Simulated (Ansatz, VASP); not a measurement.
**Ge12Sb6S43 (germanium antimony sulfide glass) in two plane-wave programs**

Aim: how closely do two programs agree when they are given the same cell, functional and k mesh? The structure shown is the end of the Ansatz relaxation below.

Program: Ansatz 0.2.0. Level of theory: plane waves, with VASP 6.6.1 beside it; single point at LDA. Results are calculated unless marked as measured.

## 1. The starting structure

The cell holds 122 atoms: 24 Ge, 12 Sb and 86 S. Its edges and angles: a = 14.763 Å, b = 13.843 Å, c = 14.539 Å, α = 90.0°, β = 90.0°, γ = 90.0°. As first built, before any earlier steps moved the atoms (in the runner's words): 122 atoms (24 Ge, 12 Sb, 86 S) placed at random at 3.01 g/cm^3 and pushed apart to contact distance.

## 2. Ansatz: relaxation, LDA

Ansatz runs on its default PAW (the set named soft_2) files.

This run makes the geometry at which the two programs are then compared.

Input file input.yaml:

```yaml
crystal:
  lattice:
    - [15.61773, 0.0, 0.0]
    - [0.0, 15.33064, 0.0]
    - [0.0, 0.0, 15.6699]
  atoms:
    - { symbol: Ge, position: [0.38466, 0.03542, 0.30648] }
    - { symbol: Ge, position: [0.92144, 0.3952, 0.35908] }
    # ... one line an atom, as in the record's system
kpoints:
  mp_grid: { grid: [1, 1, 1] }
hamiltonian:
  xc: lda
scf:
  occupations: { method: fermi_dirac, width: 0.05 }
output:
  forces: true
  stress: true
relax:
  f_tol: 0.04
  max_steps: 60
  cell: { stress_tol: 0.1, fix: [alpha, beta, gamma] }
```

Launch:

```
$ ansatz run input.yaml --threads 32 --pin off --max-ram 92160MiB --backend cuda --events-out ev --progress --plain --runs-dir out --max-vram 78GiB
```

Numbers of over 12 decimals in the logs are rounded to 6 here.

The program printed:

```text
Engine: ansatz 0.2.0, aarch64-unknown-linux-gnu
Pseudopotentials: kind: paw
Pseudopotential: Ge, paw, valence charge 14, recommended cutoff 420 eV (normal), Ge.paw.azcp
Pseudopotential: Sb, paw, valence charge 15, recommended cutoff 420 eV (normal), Sb.paw.azcp
[...]
Crystal: 122 atoms, lattice volume = 3751.841 Å³
Basis set: ecut = 420 eV, 73323 PW (Γ)
Bands: 638, of which v1, the nominal top of the filled ones, is band 516 counted from 1 (515 counted from 0)
k-points: 1
PAW frozen core: Ge, regenerated for the run's functional, and the local potential with it (the file was generated under x = pbe(κ = 0.804, μ = 0.219515), c = pbe(β = 0.066725))
PAW frozen core: Sb, regenerated for the run's functional, and the local potential with it (the file was generated under x = pbe(κ = 0.804, μ = 0.219515), c = pbe(β = 0.066725))
PAW frozen core: S, regenerated for the run's functional, and the local potential with it (the file was generated under x = pbe(κ = 0.804, μ = 0.219515), c = pbe(β = 0.066725))
[...]
relax step   1: F+E_penalty+E_count = -251988.25588825 eV  Δ(F+E_penalty+E_count) = +0.000e0 eV  max|allowed force component| = 4.259e-1 eV/Å  Δτ_max = 0.0000 Å  P = -2.836 GPa  Ω = 3751.841 Å³
[... from here on, the SCF cycles and remarks between the steps are left out ...]
relax step   2: F+E_penalty+E_count = -251992.01255886 eV  Δ(F+E_penalty+E_count) = -3.757e0 eV  max|allowed force component| = 6.575e-1 eV/Å  Δτ_max = 0.1168 Å  P = +0.449 GPa  Ω = 3246.902 Å³
relax step   6: F+E_penalty+E_count = -251993.81640933 eV  Δ(F+E_penalty+E_count) = -1.682e-1 eV  max|allowed force component| = 2.368e-1 eV/Å  Δτ_max = 0.1780 Å  P = -0.184 GPa  Ω = 3026.024 Å³
relax step  11: F+E_penalty+E_count = -251994.17846264 eV  Δ(F+E_penalty+E_count) = -3.154e-2 eV  max|allowed force component| = 8.370e-2 eV/Å  Δτ_max = 0.0947 Å  P = -0.016 GPa  Ω = 3003.744 Å³
relax step  16: F+E_penalty+E_count = -251994.35601094 eV  Δ(F+E_penalty+E_count) = -5.007e-2 eV  max|allowed force component| = 1.515e-1 eV/Å  Δτ_max = 0.1946 Å  P = +0.015 GPa  Ω = 2981.315 Å³
relax step  21: F+E_penalty+E_count = -251994.55011880 eV  Δ(F+E_penalty+E_count) = -1.584e-2 eV  max|allowed force component| = 5.942e-2 eV/Å  Δτ_max = 0.0668 Å  P = -0.011 GPa  Ω = 2974.012 Å³
relax step  23: F+E_penalty+E_count = -251994.56176054 eV  Δ(F+E_penalty+E_count) = -4.774e-3 eV  max|allowed force component| = 8.404e-2 eV/Å  Δτ_max = 0.0204 Å  P = +0.003 GPa  Ω = 2971.865 Å³
relax step  24: F+E_penalty+E_count = -251994.56551614 eV  Δ(F+E_penalty+E_count) = -3.756e-3 eV  max|allowed force component| = 2.999e-2 eV/Å  Δτ_max = 0.0260 Å  P = +0.001 GPa  Ω = 2971.162 Å³
relax step  25: F+E_penalty+E_count = -251994.48850152 eV  Δ(F+E_penalty+E_count) = +7.701e-2 eV  max|allowed force component| = 2.981e-2 eV/Å  Δτ_max = 0.0000 Å  P = -0.001 GPa  Ω = 2971.162 Å³
basis re-selected at this cell: Δ(F+E_penalty+E_count) = +7.701e-2 eV, ΔP = -0.002 GPa vs the last step (what re-selecting the basis moved, of the pressure what is left beyond the Pulay correction that the steps carried, after the strain that the cell walked since its last selection, with what the two solves' SCF thresholds leave and, on support functions, any second-order correction that the steps lacked; it is no measure of the basis error at this ecutwfc). The dense FFT grid was sized anew with the basis: this SCF ran on 100×96×100 points, the steps before it on 108×108×108, so part of this shift can come from that change (see relax.cell in the input reference). [rest of the remark cut]
SCF converged after 6 iterations
Free energy (F): -251994.488502 eV
Internal energy: -251994.473446 eV  (E = F + TS)
E sigma→0 (E₀):  -251994.480974 eV
Entropy (-TS):   -0.015056 eV (-0.123 meV/atom)
Fermi energy:    5.464892 eV
--- Forces (eV/Å), atoms counted from 1 ---
  max |Σ_I F_I| component: 1.18e-4 eV/Å
--- Stress (GPa, compression-positive) ---
        0.001638       0.355825       0.133938
        0.355825       0.002358       0.186998
        0.133938       0.186998      -0.008097
  P = ⅓ Tr σ = -0.0014 GPa (-0.014 kbar)
--- Band table (eV) ---
--- Relaxed structure (24 steps of the walk, 24 accepted, 1 SCFs on fresh bases) ---
  F+E_penalty+E_count = -251994.48850152 eV   max|allowed force component| = 2.981e-2 eV/Å   (the final SCF, on the basis selected at the relaxed cell)
  cell:  # Å, volume = 2971.1624 Å³
    - [14.762767, 0, 0]
    - [0, 13.842983, 0]
    - [0, 0, 14.538812]
  atoms:
    [... one line an atom ...]
```

## 3. VASP: single point, LDA

The same cell, functional (in two slightly different forms), mesh and smearing now go to VASP, with its own data sets.

Lines of VASP's logs that name or quote its potential files are left out, and so is its time.

Input file INCAR:

```
SYSTEM = Ge12Sb6S43
PREC = Accurate
ENCUT = 410
EDIFF = 1E-06
NELM = 120
ISMEAR = -1
SIGMA = 0.05
LREAL = Auto
ALGO = Normal
GGA = PW92
NBANDS = 544
LORBIT = 11
LWAVE = .FALSE.
LCHARG = .FALSE.
ISIF = 2
LASPH = .TRUE.
GGA_COMPAT = .FALSE.
EFERMI = MIDGAP
NCORE = 4
```

Input file POSCAR:

```
Ge12Sb6S43
1.0
   14.7627670000      0.0000000000      0.0000000000
    0.0000000000     13.8429830000      0.0000000000
    0.0000000000      0.0000000000     14.5388120000
Ge Sb S
24 12 86
Direct
    0.3945300000      0.0298600000      0.3157100000
    0.9123400000      0.3867500000      0.3568600000
    0.7774700000      0.5686200000      0.7307600000
    0.8128500000      0.8762300000      0.4542300000
    0.3431000000      0.6961000000      0.6196100000
    0.6360000000      0.6740700000      0.5477200000
    0.3045700000      0.2922900000      0.7057000000
    0.1267300000      0.3582300000      0.8302200000
    0.1126900000      0.5804000000      0.5738400000
    0.2825500000      0.4554400000      0.0934900000
    0.8264800000      0.0397500000      0.5177400000
    0.7774900000      0.4660000000      0.2030300000
    0.2862500000      0.4972900000      0.4514300000
    0.8652300000      0.5271500000      0.9537900000
    0.8847000000      0.2644200000      0.8261700000
    0.4977900000      0.5175400000      0.7306200000
    0.0457900000      0.7278100000      0.7927400000
    0.5302100000      0.1155600000      0.7371700000
    0.3100400000      0.0111200000      0.7484200000
    0.0072000000      0.1221800000      0.6359700000
    0.4225700000      0.8691600000      0.4979200000
    0.9783600000      0.8451200000      0.2732800000
    0.3960100000      0.7227600000      0.8183200000
    0.9394700000      0.7312200000      0.6092600000
    0.7447000000      0.2628600000      0.5179900000
    0.2733500000      0.6836800000      0.1518200000
    0.7356700000      0.8169900000      0.7317100000
    0.4014200000      0.8834200000      0.9839000000
    0.7277100000      0.0367900000      0.8851500000
    0.0295700000      0.4524700000      0.1528800000
[... 86 atom lines left out ...]
    0.8902800000      0.7357400000      0.4646000000
    0.9914500000      0.3075700000      0.2488500000
    0.9452400000      0.1296300000      0.4870700000
    0.1459000000      0.5897600000      0.8206600000
    0.8171600000      0.0643700000      0.6704600000
    0.3818200000      0.1603200000      0.7839200000
```

Input file KPOINTS:

```
Automatic mesh
0
Gamma
1 1 1
0 0 0
```

PAW data sets: Ge_d, Sb and S (LDA family, release 64).

Launch:

```
$ mpirun -np 16 vasp_gam
```

The program printed:

```text
[banner, memory and clock lines left out]
running   16 mpi-ranks, on    1 nodes
[...]
|                                                                             |
|               ----> ADVICE to this user running VASP <----                  |
|                                                                             |
|     You enforced a specific xc type in the INCAR file but a different       |
|     [... a line on the potential file left out ...]
|     I HOPE YOU KNOW WHAT YOU ARE DOING!                                     |
|                                                                             |

 LDA part: xc-table for (Slater(with rela. corr.)+PW92), standard interpolation
 POSCAR, INCAR and KPOINTS ok, starting setup
[...]
entering main loop
       N       E                     dE             d eps       ncg     rms          rms(c)
DAV:   1     0.189012436268E+05    0.18901E+05   -0.27391E+05  1152   0.249E+03
DAV:   2     0.404348334241E+04   -0.14858E+05   -0.14452E+05  1096   0.675E+02
DAV:   3    -0.233729116352E+01   -0.40458E+04   -0.38390E+04  1344   0.253E+02
DAV:   4    -0.574947744810E+03   -0.57261E+03   -0.55465E+03  1336   0.102E+02
[...]
DAV:  17    -0.593402841604E+03    0.20019E-06   -0.14620E-05  1352   0.740E-03    0.158E-02
DAV:  18    -0.593402842612E+03   -0.10083E-05   -0.23642E-06   896   0.229E-03    0.720E-03
DAV:  19    -0.593402843162E+03   -0.54977E-06   -0.89988E-07   728   0.166E-03
   1 F= -.59340284E+03 E0= -.59339587E+03  d E =-.139415E-01
```

Parts of OUTCAR (step 3):

```text
  FREE ENERGIE OF THE ION-ELECTRON SYSTEM (eV)
  ---------------------------------------------------
  free  energy   TOTEN  =      -593.4028431621 eV

  energy  without entropy=     -593.3889016424  energy(sigma->0) =     -593.39587240
```

The run ends at a pressure of -0.23 GPa, with forces up to 0.18 eV/Å.

## 4. Side by side

Known differences besides the potentials themselves: the data sets hold 1032 valence electrons in Ansatz (on its default PAW (the set named soft_2) files) and 912 in VASP; the cutoff is 420 eV in Ansatz and 410 eV in VASP (PREC = Accurate, projectors in real space); VASP's log shows a relativistic correction to its local exchange, Ansatz's none. Total energies have different zeros and are not compared.

Compared:

| quantity | Ansatz | VASP | difference |
| --- | --- | --- | --- |
| gap on the k mesh (eV) | 0.427 | 0.437 | -0.010 |

A gap on the mesh is an upper bound, since the band edges may lie between its points.

## 5. What came out

| Item | Value |
| --- | --- |
| difference in gap on the k mesh (single point, LDA) | -0.0100 eV |

What this shows: The difference in gap on the k mesh is -0.0100 eV (single point, LDA), within the 0.08 eV picked in this series as the mark of a large difference. The data sets hold unlike numbers of valence electrons (1032 in Ansatz and 912 in VASP), so part of the differences comes from the potentials. How closely two codes agree says nothing of how well the functional describes the real material.

[Lines on the potential files, build, host, timing and source positions are cut from VASP's logs without a mark.]

[Logs are printed without paths, hosts, clocks, repeated set-up lines and the standing remarks that a program may print on its own settings, such as how far it seeks lower states.]

[Hosts, paths, dates, database ids (printed as entryN), source tags and the programs' standing remarks are cut or masked in the printed files.]
